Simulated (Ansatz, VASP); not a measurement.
# CdAu in two plane-wave programs, part 2 of 2

One calculation is typed for both programs; each brings its own data sets. How far apart do they land? The cell is taken from a series of runs on this material, whose earlier steps may have relaxed, scaled, displaced or heated it; both programs get it as it stands.

VASP 6.6.1 and Ansatz 0.2.0.

So far: Starting point; VASP: relaxation of cell and atoms, PBEsol.

### Step 3. Ansatz: relaxation of cell and atoms, PBEsol

Level of this step: Ansatz beside VASP: Kohn-Sham DFT, plane waves, PBEsol (Ansatz).

Ansatz runs on its PAW soft_1 files.

The same cell, functional, mesh and smearing now go to Ansatz, which takes its cutoff from its data sets.

input.yaml reads:

```yaml
crystal:
  lattice:
    - [3.3586008061, -3.5091653376, 0.0]
    - [3.3586008061, 3.5091653376, 0.0]
    - [0.0, 0.0, 3.0957565127]
  atoms:
    - { symbol: Cd, position: [0.2757444582, 0.7242555418, 0.5] }
    - { symbol: Cd, position: [0.7242555418, 0.2757444582, 0.5] }
    - { symbol: Au, position: [0.2216064747, 0.2216064747, 0.0] }
    - { symbol: Au, position: [0.7783935253, 0.7783935253, 0.0] }
kpoints:
  mp_grid: { grid: [10, 10, 14] }
hamiltonian:
  xc: pbesol
  pseudopotentials: { kind: paw, azcp: { folder: soft_1 }, xc_functional: pbe }
scf:
  occupations: { method: methfessel_paxton, width: 0.2 }
output:
  forces: true
  stress: true
  eigenvalues: true
relax:
  adjacent_minimum: "off"
  f_tol: 0.001
  max_steps: 60
  cell: { stress_tol: 0.01 }
```

Started as:

```console
$ ansatz run input.yaml --threads 4 --pin off --max-ram 10240MiB --backend cpu --events-out ev --progress --plain --runs-dir out
```

Numbers of over 12 decimals in the logs are rounded to 6 here.

What it wrote:

```text
Engine: ansatz 0.2.0, aarch64-unknown-linux-gnu
Pseudopotentials: kind: paw
Pseudopotential: Cd, paw, valence charge 20, recommended cutoff 420 eV (normal), soft_1/Cd.paw.azcp
Pseudopotential: Au, paw, valence charge 19, recommended cutoff 420 eV (normal), soft_1/Au.paw.azcp
Functional definition: PBEsol
  exchange = pbesol_x
  correlation = pbesol_c
Crystal: 4 atoms, lattice volume = 72.972 Å³
Basis set: ecut = 420 eV, 1435 PW (Γ), exchange–correlation on 72×72×48 points (8 copies of the dense FFT grid, shifted against one another)
Bands: 47, of which v1, the nominal top of the filled ones, is band 39 counted from 1 (38 counted from 0)
Symmetry: 8 space group operations
Space group: Cmmm (ITA 65), of the structure as read, at distance tolerance 4.2e-5 Å
k-points: 248 of 1400
Non-local potential: Cd, projectors of the file, l = 0: 3, l = 1: 2, l = 2: 2, l = 3: 1
Non-local potential: Au, projectors of the file, l = 0: 3, l = 1: 2, l = 2: 2, l = 3: 1
PAW form: soft (Blöchl's): semilocal exchange-correlation on the pseudo side does not see the compensation charge
PAW frozen core: Cd, regenerated for the run's functional, and the local potential with it (the file was generated under x = pbe(κ = 0.804, μ = 0.219515), c = pbe(β = 0.066725))
PAW frozen core: Au, regenerated for the run's functional, and the local potential with it (the file was generated under x = pbe(κ = 0.804, μ = 0.219515), c = pbe(β = 0.066725))
PAW one-centre angular grid: Cd, 590 points (default); XC on 64 Gauss nodes
PAW one-centre angular grid: Au, 590 points (default); XC on 64 Gauss nodes
Initial density: superposition of atomic densities (chi_scale 0.1, normalization cell, long waves kept (reshape's long-wave potential 0.01 eV rms))
Initial wavefunctions: pseudopotential atomic-orbital guess
Functional: x = pbesol(κ = 0.804, μ = 0.123457), c = pbesol(β = 0.046)
SCF iter   1: F=—  HF=-42394.726621 eV  |F-HF|=—  |Δ(HF+E_count)|=         —  Δρ=1.75e-1  dr2=3.52e1  ethr=3.10e-3  ⟨swp⟩=5.9  Hψ=38617  notcnv=0  defer=19
preconditioner: auto → Kerker (q_TF=auto, 2.759 Å⁻¹)  [metal: Δε(μ)=0.002 eV  Ē_g=12.502 eV  σ=0.200 eV  W_gap=0.01  n_scr=26 (ndim 8)  ℏωp=29.5 eV  f_vac=0.000  D(μ)=2.14/eV (n_scr^D=10)]
SCF iter   2: F=—  HF=-42389.103773 eV  |F-HF|=—  |Δ(HF+E_count)|=    5.62e0  S|Δr|=    0.00e0  Δρ=8.45e-2  dr2=9.77e0  ethr=3.10e-3  ⟨swp⟩=3.0  Hψ=24772  notcnv=0  defer=567
SCF iter   3: F=—  HF=-42386.913181 eV  |F-HF|=—  |Δ(HF+E_count)|=    2.19e0  S|Δr|=    0.00e0  Δρ=2.13e-2  dr2=7.62e-1  ethr=3.10e-3  ⟨swp⟩=3.0  Hψ=18717  notcnv=0  defer=588
SCF iter   4: F=—  HF=-42386.709853 eV  |F-HF|=—  |Δ(HF+E_count)|=   2.03e-1  S|Δr|=    0.00e0  Δρ=6.85e-3  dr2=4.88e-2  ethr=9.77e-4  ⟨swp⟩=2.0  Hψ=15468  notcnv=0  defer=596
SCF iter   5: F=—  HF=-42386.693268 eV  |F-HF|=—  |Δ(HF+E_count)|=   1.66e-2  S|Δr|=    0.00e0  Δρ=1.97e-3  dr2=3.33e-3  ethr=6.26e-5  ⟨swp⟩=2.7  Hψ=19768  notcnv=0  defer=594
SCF iter   6: F=—  HF=-42386.692551 eV  |F-HF|=—  |Δ(HF+E_count)|=   7.17e-4  S|Δr|=    0.00e0  Δρ=4.75e-4  dr2=2.50e-4  ethr=4.27e-6  ⟨swp⟩=2.1  Hψ=16362  notcnv=0  defer=594
SCF iter   7: F=—  HF=-42386.692504 eV  |F-HF|=—  |Δ(HF+E_count)|=   4.70e-5  S|Δr|=    0.00e0  Δρ=1.01e-4  dr2=1.11e-5  ethr=3.20e-7  ⟨swp⟩=2.0  Hψ=14442  notcnv=0  defer=594
SCF iter   8: F=—  HF=-42386.692508 eV  |F-HF|=—  |Δ(HF+E_count)|=   4.73e-6  S|Δr|=    0.00e0  Δρ=2.60e-5  dr2=7.91e-7  ethr=1.42e-8  ⟨swp⟩=2.1  Hψ=16454  notcnv=0  defer=594
SCF iter   9: F=-42386.692508 eV  HF=-42386.692508 eV  |F-HF|=3.37e-8  |Δ(HF+E_count)|=   1.60e-7  S|Δr|=    0.00e0  Δρ=8.06e-6  dr2=6.23e-8  ethr=1.28e-10  ⟨swp⟩=10.7  Hψ=54335  notcnv=0
SCF 1 converged in 9 iterations: F = -42386.692508 eV  dr2 = 6.23e-8
  greatest PAW one-centre occupation: 1.000 electrons in one spin orbital (limit 2), on the Au atom at site 3 (counted from 0), in its partial waves of l = 0
relax step   1: F+E_penalty+E_count = -42386.69250818 eV  Δ(F+E_penalty+E_count) = +0.000e0 eV  max|allowed force component| = 3.439e-3 eV/Å  Δτ_max = 0.0000 Å  P = +0.025 GPa  Ω = 72.972 Å³  (9 SCF iters, dr2 threshold 1.00e-7 eV, accepted)
[...]
relax step  10: F+E_penalty+E_count = -42386.69364657 eV  Δ(F+E_penalty+E_count) = -6.292e-6 eV  max|allowed force component| = 1.483e-4 eV/Å  Δτ_max = 0.0011 Å  P = +0.001 GPa  Ω = 72.971 Å³  energy of the carried Pulay correction = +2.954e-7 eV  (7 SCF iters, dr2 threshold 3.45e-10 eV, accepted)
[...]
relax step  11: F+E_penalty+E_count = -42386.69364657 eV  Δ(F+E_penalty+E_count) = -1.513e-9 eV  max|allowed force component| = 2.807e-4 eV/Å  Δτ_max = 0.0000 Å  P = -0.003 GPa  Ω = 72.973 Å³  energy of the carried Pulay correction = -6.982e-8 eV  (7 SCF iters, accepted)
[...]
relax step  12: F+E_penalty+E_count = -42386.69363842 eV  Δ(F+E_penalty+E_count) = +8.150e-6 eV  max|allowed force component| = 2.866e-4 eV/Å  Δτ_max = 0.0000 Å  P = -0.003 GPa  Ω = 72.973 Å³  stress off target by 3.56e-3 GPa  SCF on the basis re-selected at this cell (its energy is not comparable with the rows above)  (5 SCF iters)
basis re-selected at this cell: Δ(F+E_penalty+E_count) = +8.150e-6 eV, ΔP = -0.001 GPa vs the last step (what re-selecting the basis moved, of the pressure what is left beyond the Pulay correction that the steps carried, after the strain that the cell walked since its last selection, with what the two solves' SCF thresholds leave and, on support functions, any second-order correction that the steps lacked; it is no m [...]
SCF converged after 5 iterations
Stability not checked: this state was not tested for a lower state beside it, because cold or Methfessel-Paxton smearing, or corrected tetrahedra, fill the levels in a way that the test cannot read (fill_not_monotonic; see scf.lower_state_search)
Free energy (F): -42386.693638 eV
Harris-Foulkes:  -42386.693638 eV  (|F-HF|=7.28e-12)
Internal energy: -42386.693987 eV  (E = F + TS)
E sigma→0 (E₀):  -42386.693726 eV
Entropy (-TS):   0.000348 eV (0.087 meV/atom)
Fermi energy:    18.365165 eV
Step filling:    the computed levels leave a gap of 0.0047 eV = 0.0 smearing widths at the electron count; against every level under it full and every level over it empty, smearing changes F+E_penalty+E_count by +0.294 meV and its σ→0 estimate by +0.207 meV
--- Per-component energies (eV) ---
  E_band       = -1151.376627
  E_kinetic    = 2037.940828
  E_local      = -8940.646602  (includes V_loc(G=0)·N_el)
  E_nonlocal   = 445.505500
  E_hartree    = 4063.599766
  E_xc         = -741.577029
  E_vxc        = -916.650953  (∫ρ·V_xc dr)
  E_paw        = -27236.869676  (= ΣΔE_a)
  E_vpaw       = -1904.728796  (= ΣTr[D̂ρ^β])
  E_aug_tail   = 0.003883  (compensation charges beyond the density's cutoff)
  E_ewald      = -12015.953632
  E_core_change = 1.302976  (= ΣΔE_core)
  E_smearing   = 0.000348  (= −TS)
  E_closure    = -0.000000  (closes the sum)
  Σ components = -42386.693638   (vs F -42386.693638, Δ=0.00e0)
--- Forces (eV/Å), atoms counted from 1 ---
  atom   1  Cd    -0.00000000    -0.00015789    -0.00000000
  atom   2  Cd     0.00000000     0.00015789     0.00000000
  atom   3  Au    -0.00028665     0.00000000    -0.00000000
  atom   4  Au     0.00028665    -0.00000000     0.00000000
  max |Σ_I F_I| component: 6.88e-18 eV/Å
--- Stress (GPa, compression-positive) ---
       -0.003564      -0.000000       0.000000
       -0.000000      -0.003442      -0.000000
        0.000000      -0.000000      -0.003312
  P = ⅓ Tr σ = -0.0034 GPa (-0.034 kbar)
--- Band table (eV; the first three rows and the last of 248) ---
  k-point 0: bands = [... 35 lower, 14.8304, 14.8677, 16.1821, 16.6921, 18.1453, 20.0758, 22.2529, 23.0314, ... 4 higher]
  k-point 1: bands = [... 35 lower, 14.7408, 14.8940, 16.5350, 16.9764, 18.1700, 20.0860, 22.4338, 23.2010, ... 4 higher]
  k-point 2: bands = [... 35 lower, 14.6156, 14.9193, 17.2922, 17.6584, 18.2469, 20.1130, 22.5304, 22.9556, ... 4 higher]
  k-point 247: bands = [... 35 lower, 15.3466, 16.7626, 16.8135, 16.8517, 17.1993, 19.1360, 19.3827, 20.9063, ... 4 higher]
--- Relaxed structure (11 steps of the walk, 8 accepted, 1 SCFs on fresh bases) ---
  F+E_penalty+E_count = -42386.69363842 eV   max|allowed force component| = 2.866e-4 eV/Å   (the final SCF, on the basis selected at the relaxed cell)
  cell:  # Å, volume = 72.9728 Å³
    - [3.388925, -3.461562, -2.5567990329077893e-18]
    - [3.388925, 3.461562, -2.5567990329077393e-18]
    - [-2.356703792666691e-18, 0, 3.110260]
  atoms:
    - { symbol: Cd, position: [0.276368, 0.723632, 0.5] }
    - { symbol: Cd, position: [0.723632, 0.276368, 0.5] }
    - { symbol: Au, position: [0.220969, 0.220969, 0] }
    - { symbol: Au, position: [0.779031, 0.779031, 0] }
```

### Step 4. Differences

Known differences besides the potentials themselves: the data sets hold 78 valence electrons in Ansatz (on its PAW soft_1 files) and 46 in VASP; the cutoff is 420 eV in Ansatz and 500 eV in VASP; Ansatz makes its cores anew for this functional, VASP keeps those of its PBE data sets; Ansatz adds a Pulay correction to the stress that steers its cell, VASP none. Total energies have different zeros and are not compared.

Both answers:

| quantity | Ansatz | VASP | difference |
| --- | --- | --- | --- |
| volume (Å³) | 72.97 | 73.29 | -0.43 % |
| edge a after relaxation, in the typed setting (Å) | 4.844 | 4.866 | -0.44 % |
| edge c after relaxation, in the typed setting (Å) | 3.110 | 3.097 | +0.44 % |

### Step 5. Outcome

| Item | Value |
| --- | --- |
| difference in edge c after relaxation, in the typed setting (relaxation of cell and atoms, PBEsol) | 0.44 % |

What this shows: The difference in edge c after relaxation, in the typed setting is 0.44 % (relaxation of cell and atoms, PBEsol), within the 1.2 % picked in this series as the mark of a large difference, as far as the stopping tolerances let one tell. The data sets hold unlike numbers of valence electrons (78 in Ansatz and 46 in VASP), so part of the differences comes from the potentials. Such differences can come from data sets, numerical settings and the points named under the comparisons, not from the functional's error against experiment.

[Lines on the potential files, build, host, timing and source positions are cut from VASP's logs without a mark.]

[Logs are printed without paths, hosts, clocks, repeated set-up lines and the standing remarks that a program may print on its own settings, such as how far it seeks lower states.]

[Hosts, paths, dates, database ids (printed as entryN), source tags and the programs' standing remarks are cut or masked in the printed files.]
